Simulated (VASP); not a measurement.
A convergence study with VASP on Zr (hcp): one setting is varied, all else stays as given below, so the limit is that of these other settings. ε∞ is the independent-particle value.

```
CELL_PARAMETERS angstrom
      1.61500    -2.79726     0.00000
      1.61500     2.79726     0.00000
      0.00000     0.00000     5.15000
ATOMIC_POSITIONS crystal
  Zr 0.33333 0.66667 0.25000
  Zr 0.66667 0.33333 0.75000
```

Level of theory: PBEsol GGA, VASP's PBE PAW potentials (set 64) (plane waves; VASP). The tightest run used: 550 eV cut-off, 11×11×6 Γ-centred mesh, first-order Methfessel-Paxton smearing of 0.10 eV, potentials Zr_sv.

Task: The settings run are NBANDS = 13; NBANDS = 14; NBANDS = 16; NBANDS = 20; NBANDS = 28; NBANDS = 44; NBANDS = 76; NBANDS = 140. From which on does the energy per atom stay within 0.001 eV/atom of the tightest run?

Result: From NBANDS = 14 on: it is off by 0.0000 there and by no more than 0.001 in any finer run, while NBANDS = 13 is off by 0.0016.
```
setting       E (eV/atom)  bands  difference judged (eV/atom)
------------  -----------  -----  ---------------------------
NBANDS = 13       -9.0724     13                       0.0016
NBANDS = 14       -9.0740     14                       0.0000
NBANDS = 16       -9.0740     16                       0.0000
NBANDS = 20       -9.0740     20                       0.0000
NBANDS = 28       -9.0740     28                       0.0000
NBANDS = 44       -9.0740     44                       0.0000
NBANDS = 76       -9.0740     76                       0.0000
NBANDS = 140      -9.0740    140                       0.0000
```

VASP warned of too few bands at NBANDS = 13; NBANDS = 14.

Left out are rungs that failed or repeat a setting and relaxations that didn't move; long series are thinned to 24 rows.

The compound is Zr in the hcp structure. The cell was not relaxed at this level. VASP warned that the highest band is occupied, so more bands are needed.
